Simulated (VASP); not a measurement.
```
CdS
1.0
    2.10342    -3.64322     0.00000
    2.10342     3.64322     0.00000
    0.00000     0.00000     6.83231
Cd S
2 2
Direct
  0.66667   0.33333   0.50000
  0.33333   0.66667   0.00000
  0.66667   0.33333   0.87700
  0.33333   0.66667   0.37700
```

Method: PBE GGA, VASP's PBE PAW potentials (set 64) (plane waves; VASP 6.6.1). Run with 520 eV cut-off, 7×7×4 Γ-centred mesh, tetrahedra with Blöchl corrections, potentials Cd S.

**Question.** Predict the energy per atom (σ→0).

**Answer.** 
- energy per atom (σ→0) = -3.075 eV/atom

The compound is CdS in the wurtzite structure. It was relaxed first.
